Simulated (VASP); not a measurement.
**LiMo: band structure with LDA**

Crystal: LiMo.

```
Li Mo
1.0
     2.67346    0.00000    0.00000
    -1.33673    2.31528    0.00000
     0.00000    0.00000    5.00471
Li Mo
1 1
Direct
  0.00000 0.00000 0.00000
  0.33333 0.66667 0.50000
```

The cell was built by a generator and needn't be a form met in nature.

```json
{"Program": "VASP 6.6.1", "Task": "band structure", "Functional": "LDA", "Potentials or basis": "VASP PAW LDA potentials, release 64 (Li_sv, Mo_sv)", "Cutoff": "520 eV", "k mesh": "11 × 11 × 6", "Occupations": "fermi-dirac, width 0.05 eV", "Spin": "no spin polarisation", "Further INCAR settings": "ALGO = Normal; EDIFF = 1e-06"}
```

```json
{
  "Band gap along the path": "none (metal or under the smearing width)"
}
```

Levels at the corners of the path, in eV from the Fermi level:
```csv
point,band 5,band 6,band 7,band 8,band 9,band 10,band 11,band 12
Γ,-33.73,-5.41,-3.14,-0.28,-0.28,-0.22,2.97,2.97
M,-34.11,-4.23,-2.96,-0.72,1.81,2.30,5.31,5.77
M,-34.11,-4.23,-2.96,-0.72,1.81,2.30,5.31,5.77
K,-34.41,-1.53,-1.31,-0.93,-0.85,0.07,4.20,5.99
K,-34.41,-1.53,-1.31,-0.93,-0.85,0.07,4.20,5.99
Γ,-33.73,-5.41,-3.14,-0.28,-0.28,-0.22,2.97,2.97
Γ,-33.73,-5.41,-3.14,-0.28,-0.28,-0.22,2.97,2.97
A,-33.73,-5.16,-2.26,-2.22,-0.28,-0.28,2.95,2.95
A,-33.73,-5.16,-2.26,-2.22,-0.28,-0.28,2.95,2.95
L,-34.11,-4.22,-3.08,0.74,1.68,1.75,3.09,5.31
L,-34.11,-4.22,-3.08,0.74,1.68,1.75,3.09,5.31
H,-34.42,-1.68,-1.42,-0.91,-0.77,1.12,3.57,5.61
H,-34.42,-1.68,-1.42,-0.91,-0.77,1.12,3.57,5.61
A,-33.73,-5.16,-2.26,-2.22,-0.28,-0.28,2.95,2.95
L,-34.11,-4.22,-3.08,0.74,1.68,1.75,3.09,5.31
M,-34.11,-4.23,-2.96,-0.72,1.81,2.30,5.31,5.77
K,-34.41,-1.53,-1.31,-0.93,-0.85,0.07,4.20,5.99
H,-34.42,-1.68,-1.42,-0.91,-0.77,1.12,3.57,5.61
```

Run time: 22 s on 1 thread of Intel(R) Xeon(R) 6975P-C (Granite Rapids), with other jobs on the host, peak memory 0.21 GiB.
